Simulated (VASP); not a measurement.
These are LDA (Ceperley-Alder, Perdew-Zunger), VASP's LDA PAW potentials (set 64) (plane waves; VASP 6.6.1) values and carry that method's errors.

The input files of a VASP run:

KPOINTS:
```
Automatic
0
G
  5 5 4
0 0 0
```

### POSCAR
```
PbO
1
    3.9312234528     0.0000000000     0.0000000000
    0.0000000000     3.9312234528     0.0000000000
    0.0000000000     0.0000000000     4.9746993751
Pb O
2 2
Direct
  0.5000000000   0.0000000000   0.7617031052
  1.0000000000   0.5000000000   0.2382968948
  0.5000000000   0.5000000000   1.0000000000
  1.0000000000   0.0000000000   1.0000000000
```

INCAR:
```
SYSTEM = PbO
PREC = Accurate; ENCUT = 580; LREAL = .FALSE.
LASPH = .TRUE.
EDIFF = 1E-6; NELM = 100; ALGO = Normal
LMAXMIX = 4
ISMEAR = 0; SIGMA = 0.05
IBRION = 2; NSW = 60; ISIF = 3
EDIFFG = -0.02
LWAVE = .FALSE.; LCHARG = .FALSE.
```

POTCAR, in this order: Pb_d O (LDA.64 set). Program: vasp_std.

Output of the run:

### OSZICAR
```
...
DAV:   1     0.472487897591E+03    0.47249E+03   -0.21650E+04   864   0.217E+03
DAV:   2     0.376638543045E+02   -0.43482E+03   -0.42725E+03   888   0.523E+02
DAV:   3    -0.261907771822E+02   -0.63855E+02   -0.62728E+02  1168   0.206E+02
DAV:   4    -0.287041387196E+02   -0.25134E+01   -0.25112E+01   920   0.425E+01
DAV:   5    -0.287764463805E+02   -0.72308E-01   -0.72296E-01  1248   0.764E+00    0.119E+01
DAV:   6    -0.246665206693E+02    0.41099E+01   -0.33194E+01  1384   0.466E+01    0.519E+00
DAV:   7    -0.244649760707E+02    0.20154E+00   -0.30793E+00  1120   0.135E+01    0.245E+00
DAV:   8    -0.244398338263E+02    0.25142E-01   -0.90236E-01  1232   0.683E+00    0.130E+00
DAV:   9    -0.244032860915E+02    0.36548E-01   -0.20476E-01  1368   0.400E+00    0.223E-01
DAV:  10    -0.244048815809E+02   -0.15955E-02   -0.17111E-02   976   0.834E-01    0.736E-02
DAV:  11    -0.244047550566E+02    0.12652E-03   -0.22323E-03  1496   0.411E-01    0.571E-02
DAV:  12    -0.244047357508E+02    0.19306E-04   -0.16528E-04  1176   0.123E-01    0.458E-02
DAV:  13    -0.244047095903E+02    0.26161E-04   -0.17186E-04  1376   0.115E-01    0.679E-03
DAV:  14    -0.244047102570E+02   -0.66674E-06   -0.16757E-05  1144   0.324E-02    0.255E-03
DAV:  15    -0.244047100880E+02    0.16901E-06   -0.10017E-06   608   0.126E-02
   1 F= -.24404710E+02 E0= -.24404710E+02  d E =-.244047E+02
       N       E                     dE             d eps       ncg     rms          rms(c)
DAV:   1    -0.244104596865E+02   -0.57494E-02   -0.36084E-01  1336   0.783E+00    0.466E-01
DAV:   2    -0.244061171241E+02    0.43426E-02   -0.21252E-02  1352   0.177E+00    0.168E-01
DAV:   3    -0.244052501546E+02    0.86697E-03   -0.26989E-03  1224   0.955E-01    0.811E-02
DAV:   4    -0.244051026974E+02    0.14746E-03   -0.75410E-04  1296   0.354E-01    0.226E-02
DAV:   5    -0.244050976181E+02    0.50793E-05   -0.10514E-04  1304   0.138E-01    0.948E-03
DAV:   6    -0.244050955129E+02    0.21052E-05   -0.17954E-05  1256   0.635E-02    0.265E-03
DAV:   7    -0.244050956358E+02   -0.12290E-06   -0.15704E-06   592   0.122E-02
   2 F= -.24405096E+02 E0= -.24405096E+02  d E =-.385548E-03
       N       E                     dE             d eps       ncg     rms          rms(c)
DAV:   1    -0.244054790582E+02   -0.38355E-03   -0.22537E-02  1312   0.194E+00    0.117E-01
DAV:   2    -0.244052082965E+02    0.27076E-03   -0.13519E-03  1360   0.442E-01    0.421E-02
DAV:   3    -0.244051541690E+02    0.54128E-04   -0.16627E-04  1224   0.237E-01    0.203E-02
DAV:   4    -0.244051449822E+02    0.91868E-05   -0.46056E-05  1304   0.876E-02    0.565E-03
DAV:   5    -0.244051446498E+02    0.33239E-06   -0.63371E-06  1128   0.338E-02
   3 F= -.24405145E+02 E0= -.24405145E+02  d E =-.434562E-03
       N       E                     dE             d eps       ncg     rms          rms(c)
DAV:   1    -0.244088665437E+02   -0.37216E-02   -0.18651E-01  1288   0.405E+00    0.323E-01
DAV:   2    -0.244063633987E+02    0.25031E-02   -0.88101E-03  1096   0.974E-01    0.153E-01
DAV:   3    -0.244058233437E+02    0.54006E-03   -0.11573E-03  1232   0.579E-01    0.730E-02
DAV:   4    -0.244056802803E+02    0.14306E-03   -0.38801E-04  1336   0.236E-01    0.164E-02
DAV:   5    -0.244056779344E+02    0.23459E-05   -0.69302E-05  1200   0.109E-01    0.625E-03
DAV:   6    -0.244056774256E+02    0.50884E-06   -0.73030E-06  1048   0.277E-02
   4 F= -.24405677E+02 E0= -.24405677E+02  d E =-.532776E-03
       N       E                     dE             d eps       ncg     rms          rms(c)
DAV:   1    -0.244349933129E+02   -0.29315E-01   -0.16793E+00  1248   0.122E+01    0.975E-01
DAV:   2    -0.244127644985E+02    0.22229E-01   -0.86495E-02  1096   0.292E+00    0.463E-01
DAV:   3    -0.244078725149E+02    0.48920E-02   -0.10575E-02  1224   0.175E+00    0.223E-01
DAV:   4    -0.244065313687E+02    0.13411E-02   -0.36184E-03  1328   0.743E-01    0.497E-02
DAV:   5    -0.244065141663E+02    0.17202E-04   -0.68603E-04  1232   0.341E-01    0.203E-02
DAV:   6    -0.244065086404E+02    0.55259E-05   -0.77264E-05  1320   0.845E-02    0.616E-03
DAV:   7    -0.244065088894E+02   -0.24900E-06   -0.60436E-06   936   0.189E-02
   5 F= -.24406509E+02 E0= -.24406509E+02  d E =-.136424E-02
       N       E                     dE             d eps       ncg     rms          rms(c)
DAV:   1    -0.244081536332E+02   -0.16450E-02   -0.92804E-02  1264   0.288E+00    0.229E-01
DAV:   2    -0.244068963743E+02    0.12573E-02   -0.44093E-03  1088   0.690E-01    0.108E-01
DAV:   3    -0.244066268222E+02    0.26955E-03   -0.57378E-04  1224   0.411E-01    0.514E-02
DAV:   4    -0.244065556849E+02    0.71137E-04   -0.19166E-04  1344   0.168E-01    0.116E-02
DAV:   5    -0.244065545264E+02    0.11584E-05   -0.35242E-05  1192   0.792E-02    0.440E-03
DAV:   6    -0.244065542324E+02    0.29405E-06   -0.33052E-06   664   0.202E-02
   6 F= -.24406554E+02 E0= -.24406554E+02  d E =-.140958E-02
       N       E                     dE             d eps       ncg     rms          rms(c)
DAV:   1    -0.244213593669E+02   -0.14805E-01   -0.80962E-01  1368   0.107E+01    0.738E-01
DAV:   2    -0.244089657184E+02    0.12394E-01   -0.66211E-02  1304   0.258E+00    0.215E-01
DAV:   3    -0.244072920731E+02    0.16736E-02   -0.68614E-03  1224   0.146E+00    0.902E-02
DAV:   4    -0.244070860219E+02    0.20605E-03   -0.17366E-03  1208   0.605E-01    0.279E-02
DAV:   5    -0.244070872647E+02   -0.12428E-05   -0.19505E-04  1352   0.154E-01    0.130E-02
DAV:   6    -0.244070839666E+02    0.32981E-05   -0.30126E-05  1384   0.828E-02    0.296E-03
DAV:   7    -0.244070841767E+02   -0.21008E-06   -0.31059E-06   848   0.156E-02
   7 F= -.24407084E+02 E0= -.24407084E+02  d E =-.529944E-03
       N       E                     dE             d eps       ncg     rms          rms(c)
DAV:   1    -0.244156722324E+02   -0.85883E-02   -0.48086E-01  1376   0.824E+00    0.567E-01
DAV:   2    -0.244083321879E+02    0.73400E-02   -0.38959E-02  1312   0.198E+00    0.165E-01
DAV:   3    -0.244073409804E+02    0.99121E-03   -0.40394E-03  1216   0.112E+00    0.694E-02
DAV:   4    -0.244072186542E+02    0.12233E-03   -0.10226E-03  1232   0.465E-01    0.213E-02
DAV:   5    -0.244072193987E+02   -0.74451E-06   -0.11438E-04  1344   0.118E-01    0.998E-03
DAV:   6    -0.244072173988E+02    0.19999E-05   -0.17692E-05  1392   0.638E-02    0.227E-03
DAV:   7    -0.244072174936E+02   -0.94838E-07   -0.16172E-06   504   0.118E-02
   8 F= -.24407217E+02 E0= -.24407217E+02  d E =-.663261E-03
       N       E                     dE             d eps       ncg     rms          rms(c)
DAV:   1    -0.244053698974E+02    0.18475E-02   -0.61856E-01  1056   0.462E+00    0.140E-01
DAV:   2    -0.244072933201E+02   -0.19234E-02   -0.23871E-02  1272   0.162E+00    0.732E-02
DAV:   3    -0.244071582121E+02    0.13511E-03   -0.33807E-04  1312   0.285E-01    0.368E-02
DAV:   4    -0.244071194181E+02    0.38794E-04   -0.11720E-04  1288   0.175E-01    0.843E-03
DAV:   5    -0.244071196316E+02   -0.21348E-06   -0.30269E-05  1256   0.901E-02    0.337E-03
DAV:   6    -0.244071193717E+02    0.25991E-06   -0.20623E-06   512   0.195E-02
   9 F= -.24407119E+02 E0= -.24407119E+02  d E =0.981219E-04
       N       E                     dE             d eps       ncg     rms          rms(c)
DAV:   1    -0.244066956501E+02    0.42398E-03   -0.20770E-01  1048   0.270E+00    0.815E-02
DAV:   2    -0.244073756251E+02   -0.67998E-03   -0.83475E-03  1264   0.908E-01    0.421E-02
DAV:   3    -0.244073316745E+02    0.43951E-04   -0.11535E-04  1320   0.164E-01    0.209E-02
DAV:   4    -0.244073193407E+02    0.12334E-04   -0.35569E-05  1312   0.945E-02    0.473E-03
DAV:   5    -0.244073194448E+02   -0.10405E-06   -0.92574E-06  1160   0.490E-02
  10 F= -.24407319E+02 E0= -.24407319E+02  d E =-.101951E-03
```

OUTCAR:
```
------------------------ aborting loop because EDIFF is reached ----------------------------------------
  FORCE on cell =-STRESS in cart. coord.  units (eV):
  Direction    XX          YY          ZZ          XY          YZ          ZX
  --------------------------------------------------------------------------------------
  Total        0.0306465      0.0306465     -0.0131704      0.0000000      0.0000000      0.0000000
  in kB        0.6476325      0.6476325     -0.2783202      0.0000000      0.0000000      0.0000000
  external PRESSURE =       0.3389816 kB  Pullay stress =       0.0000000 kB
  volume of cell :       75.82
      direct lattice vectors                 reciprocal lattice vectors
     3.943920228  0.000000000  0.000000000     0.253554824  0.000000000  0.000000000
     0.000000000  3.943920228  0.000000000     0.000000000  0.253554824  0.000000000
     0.000000000 -0.000000000  4.874242566     0.000000000  0.000000000  0.205160081
 POSITION                                       TOTAL-FORCE (eV/Angst)
 -----------------------------------------------------------------------------------
      1.97196     -0.00000      3.69221        -0.000000     -0.000000      0.003290
      0.00000      1.97196      1.18203        -0.000000      0.000000     -0.003290
      1.97196      1.97196      0.00000         0.000000     -0.000000      0.000000
      0.00000      0.00000      0.00000        -0.000000      0.000000      0.000000
 -----------------------------------------------------------------------------------
    total drift:                                0.000000     -0.000000      0.000000
  FREE ENERGIE OF THE ION-ELECTRON SYSTEM (eV)
  ---------------------------------------------------
  free  energy   TOTEN  =       -24.4073194448 eV

  energy  without entropy=      -24.4073194448  energy(sigma->0) =      -24.40731944

 reached required accuracy - stopping structural energy minimisation
```
(Selected blocks of OUTCAR.)

CONTCAR:
```
PbO
   1.00000000000000
     3.9439202279760019    0.0000000000000000    0.0000000000000000
     0.0000000000000000    3.9439202279760019    0.0000000000000000
     0.0000000000000000   -0.0000000000000000    4.8742425660676174
  Pb              O
     2     2
Direct
     0.5000000000000000    0.0000000000000000    0.7574938959650164
     0.0000000000000000    0.5000000000000000    0.2425061040349835
     0.5000000000000000    0.5000000000000000    0.0000000000000000
     0.0000000000000000    0.0000000000000000    0.0000000000000000
```

The compound is PbO in the litharge structure. This run relaxes it. Symmetry was kept, so distortions that lower it aren't found. The start is the result of an earlier pass.
